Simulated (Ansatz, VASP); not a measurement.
# KTaSe3: VASP beside Ansatz

Aim: how closely do two programs agree when they are given the same cell, functional and k mesh? The cell is generated by rule, not measured, and may not be a known phase. The two relaxations start from unlike cells of this crystal (the structure described is Ansatz's start), so only their ends are compared.

Main program and level: Ansatz 0.2.0; plane waves, with VASP 6.6.1 beside it; LDA.

The structure was built from a prototype and need not be the compound's stable phase.

## (1) Set-up

It takes space group Pm-3m (No. 221, cubic). The conventional cell has a = 4.282 Å, b = 4.282 Å, c = 4.282 Å, α = 90.00°, β = 90.00°, γ = 90.00°. K has 12 Se at 3.03 Å nearest. Nearest to Ta lie 6 Se at 2.14 Å. Se has 2 Ta at 2.14 Å and 4 K at 3.03 Å nearest. Farther neighbours and most contacts between anions are not listed.

## (2) VASP: relaxation of cell and atoms, LDA

The relaxed volume is the usual yardstick between codes: in a stiff, nearly cubic crystal its relative difference is about their pressure difference at one cell divided by the bulk modulus.

Lines of VASP's logs that name or quote its potential files are left out, and so is its time.

INCAR

```
SYSTEM = KTaSe3
PREC = Accurate
ENCUT = 500
EDIFF = 1E-07
NELM = 120
ISMEAR = 0
SIGMA = 0.1
LREAL = .FALSE.
ALGO = Normal
GGA = PW92
NBANDS = 25
LASPH = .TRUE.
LORBIT = 11
LWAVE = .FALSE.
LCHARG = .FALSE.
ISIF = 3
IBRION = 2
NSW = 80
EDIFFG = -0.005
GGA_COMPAT = .FALSE.
NELMIN = 4
KPAR = 2
```

POSCAR

```
KTaSe3
1.0
    5.0032051812      0.0000000000      0.0000000000
    0.0000000000      5.0032051812      0.0000000000
    0.0000000000      0.0000000000      5.0032051812
K Ta Se
1 1 3
Direct
    0.5000000000      0.5000000000      0.5000000000
    0.0000000000      0.0000000000      0.0000000000
    0.5000000000      0.0000000000      0.0000000000
    0.0000000000      0.5000000000      0.0000000000
    0.0000000000      0.0000000000      0.5000000000
```

KPOINTS

```
Automatic mesh
0
Gamma
6 6 6
0 0 0
```

PAW data sets: K_sv, Ta_pv and Se (LDA family, release 64).

Started as:

```sh
mpirun -np 2 vasp_std
```

Numbers of over 12 decimals in the logs are rounded to 6 here.

What it wrote:

```text
[banner, memory and clock lines left out]
running    2 mpi-ranks, on    1 nodes
 distrk:  each k-point on    1 cores,    2 groups
 distr:  one band on    1 cores,    1 groups

 POSCAR found type information on POSCAR K TaSe
 POSCAR found :  3 types and       5 ions
|                                                                             |
|               ----> ADVICE to this user running VASP <----                  |
|                                                                             |
|     You enforced a specific xc type in the INCAR file but a different       |
|     [... a line on the potential file left out ...]
|     I HOPE YOU KNOW WHAT YOU ARE DOING!                                     |
|                                                                             |

 LDA part: xc-table for (Slater(with rela. corr.)+PW92), standard interpolation
 POSCAR, INCAR and KPOINTS ok, starting setup
 FFT: planning ... GRIDC
 FFT: planning ... GRID_SOFT
 FFT: planning ... GRID
 WAVECAR not read
 entering main loop
       N       E                     dE             d eps       ncg     rms          rms(c)
DAV:   1     0.265698748267E+03    0.26570E+03   -0.17604E+04  1008   0.131E+03
DAV:   2    -0.136323013224E+02   -0.27933E+03   -0.27368E+03  1201   0.340E+02
DAV:   3    -0.323482073538E+02   -0.18716E+02   -0.18278E+02  1654   0.751E+01
DAV:   4    -0.326969774339E+02   -0.34877E+00   -0.34808E+00  1366   0.984E+00
DAV:   5    -0.327064472675E+02   -0.94698E-02   -0.94678E-02  1509   0.102E+00    0.168E+01
DAV:   6    -0.305989254415E+02    0.21075E+01   -0.10582E+01  1171   0.153E+01    0.695E+00
DAV:   7    -0.304261445569E+02    0.17278E+00   -0.13384E+00  1210   0.587E+00    0.497E+00
DAV:   8    -0.303638314443E+02    0.62313E-01   -0.19340E-01  1151   0.290E+00    0.462E-01
DAV:   9    -0.303626033503E+02    0.12281E-02   -0.18764E-02  1415   0.870E-01    0.245E-01
DAV:  10    -0.303625775311E+02    0.25819E-04   -0.20645E-03  1308   0.289E-01    0.837E-02
DAV:  11    -0.303624486191E+02    0.12891E-03   -0.56996E-04  1130   0.131E-01    0.297E-02
DAV:  12    -0.303624496470E+02   -0.10279E-05   -0.45371E-05  1318   0.406E-02    0.525E-03
DAV:  13    -0.303624499425E+02   -0.29549E-06   -0.34226E-06  1359   0.109E-02    0.285E-03
DAV:  14    -0.303624498973E+02    0.45190E-07   -0.19381E-07   949   0.296E-03
   1 F= -.30362450E+02 E0= -.30361947E+02  d E =-.303624E+02
 curvature:   0.00 expect dE= 0.000E+00 dE for cont linesearch  0.000E+00
 trial: gam= 0.00000 g(F)=  0.000E+00 g(S)=  0.334E-04 ort = 0.000E+00 (trialstep = 0.100E+01)
 search vector abs. value=  0.334E-04
 bond charge predicted
       N       E                     dE             d eps       ncg     rms          rms(c)
DAV:   1    -0.303626318425E+02   -0.18190E-03   -0.48454E-03  1168   0.573E-01    0.987E-02
DAV:   2    -0.303624945620E+02    0.13728E-03   -0.33660E-04  1261   0.142E-01    0.367E-02
DAV:   3    -0.303624583925E+02    0.36169E-04   -0.89149E-05  1396   0.537E-02    0.199E-02
DAV:   4    -0.303624548089E+02    0.35835E-05   -0.15539E-05  1500   0.232E-02    0.145E-02
DAV:   5    -0.303624549657E+02   -0.15675E-06   -0.14722E-06  1661   0.822E-03    0.254E-03
DAV:   6    -0.303624549439E+02    0.21809E-07   -0.37584E-07  1333   0.330E-03
   2 F= -.30362455E+02 E0= -.30361949E+02  d E =-.504654E-05
 trial-energy change:   -0.000005  1 .order   -0.000005   -0.000033    0.000024
 step:   0.5859(harm=  0.5859)  dis= 0.00000  next Energy=   -30.362460 (dE=-0.979E-05)
 reached required accuracy - stopping structural energy minimisation
```

Parts of OUTCAR (step 2):

```text
ion  position               nearest neighbor table
   1  0.500  0.500  0.500-
   2  0.000  0.000  0.000-   3 2.50   4 2.50   5 2.50   5 2.50   4 2.50   3 2.50
   3  0.500  0.000  0.000-   2 2.50   2 2.50
   4  0.000  0.500  0.000-   2 2.50   2 2.50
   5  0.000  0.000  0.500-   2 2.50   2 2.50

  LATTYP: Found a simple cubic cell.
 ALAT       =     5.0032051812

 Subroutine GETGRP returns: Found 48 space group operations
 (whereof 48 operations were pure point group operations)

The static configuration has the point symmetry O_h .

 Found     20 irreducible k-points:

   k-points           NKPTS =     20   k-points in BZ     NKDIM =     20   number of bands    NBANDS=     25

   dimension x,y,z NGX =    36 NGY =   36 NGZ =   36
   dimension x,y,z NGXF=    72 NGYF=   72 NGZF=   72

   ENCUT  =  500.0 eV  36.75 Ry    6.06 a.u.   9.12  9.12  9.12*2*pi/ulx,y,z

   NELECT =      38.0000    total number of electrons

 k-points in reciprocal lattice and weights: Automatic mesh
   0.00000000  0.00000000  0.00000000       0.005
   0.16666667  0.00000000  0.00000000       0.028
   0.33333333  0.00000000  0.00000000       0.028
   0.50000000  0.00000000  0.00000000       0.014
   0.16666667  0.16666667  0.00000000       0.056
   0.33333333  0.16666667  0.00000000       0.111
   0.50000000  0.16666667  0.00000000       0.056
   0.33333333  0.33333333  0.00000000       0.056
   0.50000000  0.33333333  0.00000000       0.056
[...]
0.50000000  0.50000000  0.33333333       0.028
   0.50000000  0.50000000  0.50000000       0.005

 average (electrostatic) potential at core
       1 -33.6282       2 -41.4712       3 -61.1548       4 -61.1548       5 -61.1548

 E-fermi :   3.0311

 k-point     1 :       0.0000    0.0000    0.0000
  band No.  band energies     occupation
    ...
     18       2.0927      2.00000
     19       2.0927      2.00000
     20       2.5060      2.00000
     21       2.5060      2.00000
     22       2.5060      2.00000
     23       4.4638      0.00000
     24       4.4638      0.00000
     25       5.4773      0.00000

 k-point     2 :       0.1667    0.0000    0.0000
  band No.  band energies     occupation
    ...
     16       1.5222      2.00000
     17       1.5264      2.00000
     18       2.1085      2.00000
     19       2.2035      2.00000
     20       2.2035      2.00000
     21       3.3241      0.00003
     22       3.3241      0.00003
     23       4.4857      0.00000
     24       5.1018      0.00000
     25       6.0589      0.00000

 k-point     3 :       0.3333    0.0000    0.0000
  band No.  band energies     occupation
    ...
     16       0.5606      2.00000
     17       1.2180      2.00000
     18       2.1406      2.00000
     19       2.1808      2.00000
     20       2.1808      2.00000
     21       4.4365      0.00000
     22       4.4365      0.00000
     23       4.5147      0.00000
     24       5.3445      0.00000
     25       7.3830      0.00000

  Total       -0.0240071     -0.0240071     -0.0240071     -0.0000000     -0.0000000      0.0000000
  in kB       -0.3068168     -0.3068168     -0.3068168     -0.0000000     -0.0000000      0.0000000
  external PRESSURE =      -0.3068168 kB  Pullay stress =       0.0000000 kB

  energy-cutoff  :      500.00
  volume of cell :      125.36
      direct lattice vectors                 reciprocal lattice vectors
     5.004845079 -0.000000000 -0.000000000     0.199806384  0.000000000 -0.000000000
    -0.000000000  5.004845079 -0.000000000     0.000000000  0.199806384 -0.000000000
     0.000000000  0.000000000  5.004845079     0.000000000  0.000000000  0.199806384

 POSITION                                       TOTAL-FORCE (eV/Angst)
 -----------------------------------------------------------------------------------
      2.50242      2.50242      2.50242        -0.000000      0.000000      0.000000
      0.00000      0.00000      0.00000         0.000000      0.000000      0.000000
      2.50242     -0.00000     -0.00000         0.000000      0.000000      0.000000
     -0.00000      2.50242     -0.00000         0.000000     -0.000000      0.000000
      0.00000      0.00000      2.50242        -0.000000      0.000000      0.000000
 -----------------------------------------------------------------------------------
    total drift:                                0.000000      0.000000      0.000000

  FREE ENERGIE OF THE ION-ELECTRON SYSTEM (eV)
  ---------------------------------------------------
  free  energy   TOTEN  =       -30.3624549439 eV

  energy  without entropy=      -30.3614421185  energy(sigma->0) =      -30.36194853

 reached required accuracy - stopping structural energy minimisation

 total charge
# of ion       s       p       d       tot
------------------------------------------
    1        1.953   5.553   0.030   7.535
    2        0.305   6.194   2.298   8.797
    3        1.456   2.433   0.032   3.921
    4        1.456   2.433   0.032   3.921
    5        1.456   2.433   0.032   3.921
--------------------------------------------------
tot          6.627  19.046   2.422  28.095

[... 3 further parts left out ...]
```

## (3) Ansatz: relaxation of cell and atoms, LDA

Ansatz runs on its default PAW (the set named soft_2) files.

Its own start cell and the same functional (in two slightly different forms), mesh and smearing now go to Ansatz, which takes its cutoff from its data sets.

input.yaml

```yaml
crystal:
  lattice:
    - [4.28224, 0.0, 0.0]
    - [0.0, 4.28224, 0.0]
    - [0.0, 0.0, 4.28224]
  atoms:
    - { symbol: K, position: [0.5, 0.5, 0.5] }
    - { symbol: Ta, position: [0.0, 0.0, 0.0] }
    - { symbol: Se, position: [0.5, 0.0, 0.0] }
    - { symbol: Se, position: [0.0, 0.5, 0.0] }
    - { symbol: Se, position: [0.0, 0.0, 0.5] }
kpoints:
  mp_grid: { grid: [6, 6, 6] }
hamiltonian:
  xc: lda
scf:
  occupations: { method: gaussian, width: 0.1 }
output:
  forces: true
  stress: true
  eigenvalues: true
relax:
  adjacent_minimum: "off"
  f_tol: 0.05
  max_steps: 80
  cell: { stress_tol: 0.5 }
```

Started as:

```sh
ansatz run input.yaml --threads 8 --pin off --max-ram 14336MiB --backend cpu --events-out ev --progress --plain --runs-dir out
```

What it wrote:

```text
The last accepted step is kept in <dir> (removed where the run ends without a failure and the disk answers)
Engine: ansatz 0.2.0, x86_64-unknown-linux-gnu
Pseudopotentials: kind: paw
Pseudopotential: K, paw, valence charge 9, recommended cutoff 420 eV (normal), K.paw.azcp
Pseudopotential: Ta, paw, valence charge 13, recommended cutoff 420 eV (normal), Ta.paw.azcp
Pseudopotential: Se, paw, valence charge 16, recommended cutoff 420 eV (normal), Se.paw.azcp
Functional definition: SPW92
  exchange = slater_x
  correlation = pw_c
Crystal: 5 atoms, lattice volume = 78.526 Å³
Basis set: ecut = 420 eV, 1551 PW (Γ)
Bands: 42, of which v1, the nominal top of the filled ones, is band 35 counted from 1 (34 counted from 0)
Symmetry: 48 space group operations
Space group: Pm-3m (ITA 221), of the structure as read, at distance tolerance 4.3e-5 Å
k-points: 20 of 216
Non-local potential: K, projectors of the file, l = 0: 3, l = 1: 2, l = 2: 2
Non-local potential: Ta, projectors of the file, l = 0: 3, l = 1: 2, l = 2: 2, l = 3: 1
Non-local potential: Se, projectors of the file, l = 0: 2, l = 1: 2, l = 2: 3, l = 3: 1
PAW form: soft (Blöchl's): semilocal exchange-correlation on the pseudo side does not see the compensation charge
PAW frozen core: K, regenerated for the run's functional, and the local potential with it (the file was generated under x = pbe(κ = 0.804, μ = 0.219515), c = pbe(β = 0.066725))
PAW frozen core: Ta, regenerated for the run's functional, and the local potential with it (the file was generated under x = pbe(κ = 0.804, μ = 0.219515), c = pbe(β = 0.066725))
PAW frozen core: Se, regenerated for the run's functional, and the local potential with it (the file was generated under x = pbe(κ = 0.804, μ = 0.219515), c = pbe(β = 0.066725))
PAW one-centre angular grid: K, 110 points (default); XC on 64 Gauss nodes
PAW one-centre angular grid: Ta, 590 points (default); XC on 64 Gauss nodes
PAW one-centre angular grid: Se, 590 points (default); XC on 64 Gauss nodes
Initial density: superposition of atomic densities (neutral atoms: chi_scale 0, normalization atom), corrected by the library's trained network
Initial wavefunctions: pseudopotential atomic-orbital guess
Functional: x = slater, c = lda
SCF iter   1: F=—  HF=-27323.228963 eV  |F-HF|=—  |Δ(HF+E_count)|=         —  Δρ=1.00e-2  dr2=1.01e-1  ethr=1.77e-3  ⟨swp⟩=6.7  Hψ=3218  notcnv=0
preconditioner: auto → Resta (q_TF=auto, 2.677 Å⁻¹)  ε∞=4.5  [insulator: Δε(μ)=0.163 eV  Ē_g=12.307 eV  σ=0.100 eV  W_gap=0.67  n_scr=26 (ndim 8)  ℏωp=23.0 eV  f_vac=0.000  D(μ)=0.67/eV (n_scr^D=0)  ε∞_Penn≈4.5]
SCF iter   2: F=—  HF=-27323.201413 eV  |F-HF|=—  |Δ(HF+E_count)|=   2.75e-2  Δρ=3.62e-3  dr2=8.22e-3  ethr=1.44e-4  ⟨swp⟩=2.0  Hψ=1277  notcnv=0  defer=25
preconditioner: auto → Kerker (q_TF=auto, 2.677 Å⁻¹)  [metal: Δε(μ)=0.081 eV  Ē_g=12.282 eV  σ=0.100 eV  W_gap=0.41  n_scr=26 (ndim 8)  ℏωp=23.0 eV  f_vac=0.000  D(μ)=1.03/eV (n_scr^D=6)]
SCF iter   3: F=—  HF=-27323.199120 eV  |F-HF|=—  |Δ(HF+E_count)|=   2.29e-3  Δρ=1.52e-3  dr2=2.05e-3  ethr=1.17e-5  ⟨swp⟩=2.8  Hψ=1480  notcnv=0  defer=25
SCF iter   4: F=—  HF=-27323.198656 eV  |F-HF|=—  |Δ(HF+E_count)|=   4.64e-4  Δρ=4.60e-4  dr2=3.56e-4  ethr=2.94e-6  ⟨swp⟩=2.4  Hψ=1272  notcnv=0  defer=25
SCF iter   5: F=—  HF=-27323.198492 eV  |F-HF|=—  |Δ(HF+E_count)|=   1.64e-4  Δρ=2.21e-4  dr2=6.30e-5  ethr=5.09e-7  ⟨swp⟩=2.0  Hψ=1467  notcnv=0  defer=25
SCF iter   6: F=—  HF=-27323.198472 eV  |F-HF|=—  |Δ(HF+E_count)|=   1.99e-5  Δρ=4.77e-5  dr2=2.83e-6  ethr=9.00e-8  ⟨swp⟩=2.0  Hψ=1022  notcnv=0  defer=25
SCF iter   7: F=—  HF=-27323.198471 eV  |F-HF|=—  |Δ(HF+E_count)|=   6.61e-7  Δρ=1.37e-5  dr2=1.73e-7  ethr=4.04e-9  ⟨swp⟩=2.0  Hψ=1042  notcnv=0  defer=25
SCF iter   8: F=-27323.198471 eV  HF=-27323.198471 eV  |F-HF|=5.35e-9  |Δ(HF+E_count)|=   2.05e-8  Δρ=4.00e-6  dr2=1.66e-8  ethr=1.43e-10  ⟨swp⟩=8.8  Hψ=3352  notcnv=0
SCF 1 converged in 8 iterations: F = -27323.198471 eV  dr2 = 1.66e-8
  greatest PAW one-centre occupation: 1.000 electrons in one spin orbital (limit 2), on the Ta atom at site 1 (counted from 0), in its partial waves of l = 0
relax step   1: F+E_penalty+E_count = -27323.19847111 eV  Δ(F+E_penalty+E_count) = +0.000e0 eV  max|allowed force component| = 1.387e-28 eV/Å  Δτ_max = 0.0000 Å  P = +95.874 GPa  Ω = 78.526 Å³  (8 SCF iters, dr2 threshold 1.00e-7 eV, accepted)
[...]
relax step   7: F+E_penalty+E_count = -27332.55793042 eV  Δ(F+E_penalty+E_count) = -6.218e-2 eV  max|allowed force component| = 3.271e-29 eV/Å  Δτ_max = 0.0000 Å  P = +0.838 GPa  Ω = 123.552 Å³  stress off target by 8.38e-1 GPa  SCF on the basis re-selected at this cell (its energy is not comparable with the rows above)  (6 SCF iters)
[...]
relax step   8: F+E_penalty+E_count = -27332.56106135 eV  Δ(F+E_penalty+E_count) = -3.131e-3 eV  max|allowed force component| = 4.812e-30 eV/Å  Δτ_max = 0.0000 Å  P = +0.092 GPa  Ω = 124.701 Å³  energy of the carried Pulay correction = -1.837e-4 eV  (5 SCF iters, dr2 threshold 5.00e-7 eV, accepted)
[...]
relax step   9: F+E_penalty+E_count = -27332.56124925 eV  Δ(F+E_penalty+E_count) = -1.879e-4 eV  max|allowed force component| = 3.487e-30 eV/Å  Δτ_max = 0.0000 Å  P = +0.092 GPa  Ω = 124.701 Å³  stress off target by 9.19e-2 GPa  SCF on the basis re-selected at this cell (its energy is not comparable with the rows above)  (5 SCF iters)
basis re-selected at this cell: Δ(F+E_penalty+E_count) = -1.879e-4 eV, ΔP = -0.000 GPa vs the last step (what re-selecting the basis moved, of the pressure what is left beyond the Pulay correction that the steps carried, after the strain that the cell walked since its last selection, with what the two solves' SCF thresholds leave and, on support functions, any second-order correction that the steps lacked; it is no m [...]
SCF converged after 5 iterations
Free energy (F): -27332.561249 eV
Harris-Foulkes:  -27332.561249 eV  (|F-HF|=4.62e-10)
Internal energy: -27332.560268 eV  (E = F + TS)
E sigma→0 (E₀):  -27332.560759 eV
Entropy (-TS):   -0.000981 eV (-0.196 meV/atom)
Fermi energy:    8.610387 eV
--- Per-component energies (eV) ---
  E_band       = -1448.887000
  E_kinetic    = 981.171799
  E_local      = -9341.248948  (includes V_loc(G=0)·N_el)
  E_nonlocal   = -1734.180688
  E_hartree    = 4408.015261
  E_xc         = -662.470951
  E_vxc        = -665.497529  (∫ρ·V_xc dr)
  E_paw        = -14370.823599  (= ΣΔE_a)
  E_vpaw       = 494.839763  (= ΣTr[D̂ρ^β])
  E_aug_tail   = -0.001756  (compensation charges beyond the density's cutoff)
  E_ewald      = -6620.189876
  E_core_change = 7.168490  (= ΣΔE_core)
  E_smearing   = -0.000981  (= −TS)
  E_closure    = 0.000000  (closes the sum)
  Σ components = -27332.561249   (vs F -27332.561249, Δ=0.00e0)
--- Forces (eV/Å), atoms counted from 1 ---
  atom   1  K      0.00000000    -0.00000000    -0.00000000
  atom   2  Ta    -0.00000000    -0.00000000     0.00000000
  atom   3  Se     0.00000000     0.00000000     0.00000000
  atom   4  Se     0.00000000    -0.00000000     0.00000000
  atom   5  Se    -0.00000000     0.00000000    -0.00000000
  max |Σ_I F_I| component: 3.60e-30 eV/Å
--- Stress (GPa, compression-positive) ---
        0.091943      -0.000000       0.000000
       -0.000000       0.091943       0.000000
       -0.000000       0.000000       0.091943
  P = ⅓ Tr σ = 0.0919 GPa (0.919 kbar)
--- Band table (eV; the first three rows and the last of 20) ---
  k-point 0: bands = [... 31 lower, 7.2784, 7.6745, 7.6745, 7.6745, 8.0820, 8.0820, 8.0820, 10.0694, ... 3 higher]
  k-point 1: bands = [... 31 lower, 7.0958, 7.0973, 7.6905, 7.7789, 7.7789, 8.9092, 8.9092, 10.0919, ... 3 higher]
  k-point 2: bands = [... 31 lower, 6.1284, 6.7865, 7.7231, 7.7551, 7.7551, 10.0310, 10.0310, 10.1215, ... 3 higher]
  k-point 19: bands = [... 31 lower, 3.9418, 8.8012, 8.8012, 8.8012, 10.7667, 10.7667, 10.7667, 11.8550, ... 3 higher]
--- Relaxed structure (7 steps of the walk, 7 accepted, 2 SCFs on fresh bases) ---
  F+E_penalty+E_count = -27332.56124925 eV   max|allowed force component| = 3.487e-30 eV/Å   (the final SCF, on the basis selected at the relaxed cell)
  cell:  # Å, volume = 124.7009 Å³
    - [4.996008, 0, 0]
    - [0, 4.996008, 0]
    - [0, 0, 4.996008]
  atoms:
    - { symbol: K, position: [0.5, 0.5, 0.5] }
    - { symbol: Ta, position: [0, 0, 0] }
    - { symbol: Se, position: [0.5, 0, 0] }
    - { symbol: Se, position: [0, 0.5, 0] }
    - { symbol: Se, position: [0, 0, 0.5] }
```

The column dr2 measures how far the density is from self-consistency, as an energy; F and HF (Harris–Foulkes) agree once it is small.

## (4) Side by side

Known differences besides the potentials themselves: the data sets hold 70 valence electrons in Ansatz (on its default PAW (the set named soft_2) files) and 38 in VASP; the cutoff is 420 eV in Ansatz and 500 eV in VASP; VASP's log shows a relativistic correction to its local exchange, Ansatz's none; Ansatz adds a Pulay correction to the stress that steers its cell, VASP none. Total energies have different zeros and are not compared.

Compared:

| quantity | Ansatz | VASP | difference |
| --- | --- | --- | --- |
| volume (Å³) | 124.70 | 125.36 | -0.53 % |
| edge a after relaxation, in the typed setting (Å) | 4.996 | 5.005 | -0.18 % |

## (5) Summary of results

| Item | Value |
| --- | --- |
| difference in volume (relaxation of cell and atoms, LDA) | -0.53 % |

The difference in volume is -0.53 % (relaxation of cell and atoms, LDA), within the 1.2 % picked in this series as the mark of a large difference, as far as the stopping tolerances let one tell. The data sets hold unlike numbers of valence electrons (70 in Ansatz and 38 in VASP), so part of the differences may come from the potentials. Such differences can come from data sets, numerical settings and the points named under the comparisons, not from the functional's error against experiment.

[Lines on the potential files, build, host, timing and source positions are cut from VASP's logs without a mark.]

[Logs are printed without paths, hosts, clocks, repeated set-up lines and the standing remarks that a program may print on its own settings, such as how far it seeks lower states.]

[Hosts, paths, dates, database ids (printed as entryN), source tags and the programs' standing remarks are cut or masked in the printed files.]
